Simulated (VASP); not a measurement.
All values below come from PBEsol GGA, VASP's PBE PAW potentials (set 64) (plane waves; VASP 6.6.1).

VASP ran on this input.

File POSCAR:
```
NaF
1
    0.0000000000     2.2483000031     2.2483000031
    2.2483000031     0.0000000000     2.2483000031
    2.2483000031     2.2483000031     0.0000000000
Na F
1 1
Direct
  0.0000000000   0.0000000000   0.0000000000
  0.5000000000   0.5000000000   0.5000000000
```

**INCAR**
```
ALGO = Normal
EDIFF = 1E-6
EDIFFG = -0.02
ENCUT = 620
GGA = PS
IBRION = 2
ISIF = 3
ISMEAR = 0
LASPH = .TRUE.
LCHARG = .FALSE.
LREAL = .FALSE.
LWAVE = .FALSE.
NELM = 100
NSW = 40
PREC = Accurate
PSTRESS = 100
SIGMA = 0.05
SYSTEM = NaF
```

File KPOINTS:
```
Automatic mesh
0
Gamma
10 10 10
0 0 0
```

POTCAR, in this order: Na_pv F (PBE.64 set). Program: vasp_std.

Energy and stress use the plane-wave basis of the starting cell.

Question: What does the run give for the energy per atom (σ→0), volume per atom, band gap (on the k-mesh)?

Answer: 
```
Quantity                           Value
------------------------  --------------
energy per atom (σ→0)     -4.339 eV/atom
band gap (on the k-mesh)         7.01 eV
volume per atom            10.74 Å³/atom
```

OSZICAR:
```
...
       N       E                     dE             d eps       ncg     rms          rms(c)
DAV:   1    -0.868303985091E+01    0.32309E-02   -0.83841E-02  1205   0.508E+00    0.513E-01
DAV:   2    -0.867922068579E+01    0.38192E-02   -0.14124E-02  1190   0.133E+00    0.143E-01
DAV:   3    -0.867893350478E+01    0.28718E-03   -0.43058E-04  1169   0.578E-01    0.717E-02
DAV:   4    -0.867882270308E+01    0.11080E-03   -0.81850E-05  1169   0.347E-01    0.977E-03
DAV:   5    -0.867881841920E+01    0.42839E-05   -0.11422E-05  1227   0.647E-02    0.253E-03
DAV:   6    -0.867881778004E+01    0.63916E-06   -0.13346E-06   696   0.252E-02
   3 F= -.73387153E+01 E0= -.73387153E+01  d E =-.210684E-01
```

The compound is NaF in the rock salt structure. This run relaxes it under an external pressure of 10 GPa. Symmetry was kept, so distortions that lower it aren't found.
